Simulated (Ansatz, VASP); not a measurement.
## Two plane-wave programs on Mn2InN2

```
CELL_PARAMETERS angstrom
2.72033 -1.57981 0.00000
2.72033 1.57981 0.00000
-0.02236 0.00000 7.25517
ATOMIC_POSITIONS crystal
In 0.00000 0.00000 0.50000
Mn 0.66643 0.66643 0.88568
Mn 0.33357 0.33357 0.11432
N 0.66795 0.66795 0.15190
N 0.33205 0.33205 0.84810
```

Change from the starting cell: volume scaled by 0.94.

Alike in both runs: task single point; functional PBE; k mesh 10 × 10 × 4; occupations fermi-dirac, width 0.05 eV; collinear spin, ferromagnetic start.

|  | VASP | Ansatz |
| --- | --- | --- |
| version | VASP 6.6.1 | Ansatz 0.2.0 |
| potentials or method | VASP PAW PBE potentials, release 64 (In_d, Mn_pv, N) | Ansatz PAW |
| plane-wave cutoff (eV) | 520 | 420 |
| valence electrons in the cell | 49 | 53 |

|  | VASP | Ansatz | Ansatz less VASP |
| --- | --- | --- | --- |
| gap on the k mesh at the Fermi level (eV) | none | none | - |
| pressure (GPa) | 10.5 | 10.0 | -0.56 |
| largest component of the traceless stress (GPa) | 2.68 | 2.52 | -0.164 |
| rms of the force components (eV/Å) | 0.262 | 0.233 | -0.0291 |
| net moment per atom (μB) | 0.51 | 0.51 | 0.000 |
| size of the moment on the site where the two differ most (μB) | 1.29 | 1.11 | -0.185 |

Site moments also hang on the region over which each program counts them. Atom by atom the forces differ by 0.029 eV/Å (rms over components). A gap of «none» marks a metal or a gap that the smearing closes. The two sets of potentials don't hold the same shells in valence.

Caveats: only a ferromagnetic start was run, and an antiferromagnetic order may lie lower in energy; the moment fell far below its start of 4 μB, so a state of higher moment may lie lower in energy (VASP); the pressure holds a Pulay correction of +0.3 GPa for the finite cutoff (Ansatz).
